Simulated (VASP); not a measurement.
Here is the system:

```
CuZn
1.0
    2.96808     0.00000     0.00000
    0.00000     2.96808     0.00000
    0.00000     0.00000     2.96808
Zn Cu
1 1
Direct
  0.50000   0.50000   0.50000
  0.00000   0.00000   0.00000
```

Level of theory: PW91 GGA, VASP's PBE PAW potentials (set 64) (plane waves; VASP). Numerical set-up: 520 eV cut-off, 12×12×12 Γ-centred mesh, first-order Methfessel-Paxton smearing of 0.10 eV, potentials Zn Cu.

Q: Predict the energy per atom (σ→0), band gap (on the k-mesh) with the smallest direct gap where there is one.

A: 
```json
{
 "band gap (on the k-mesh)": "none (metal, semimetal or under 0.01 eV)",
 "energy per atom (σ→0)": "-2.503 eV/atom"
}
```

Only differences to runs with the same potentials and settings are physical.

The compound is CuZn in the CsCl type structure. It was relaxed first. The electron count is odd and the run is not spin-polarised, which forces a metal.
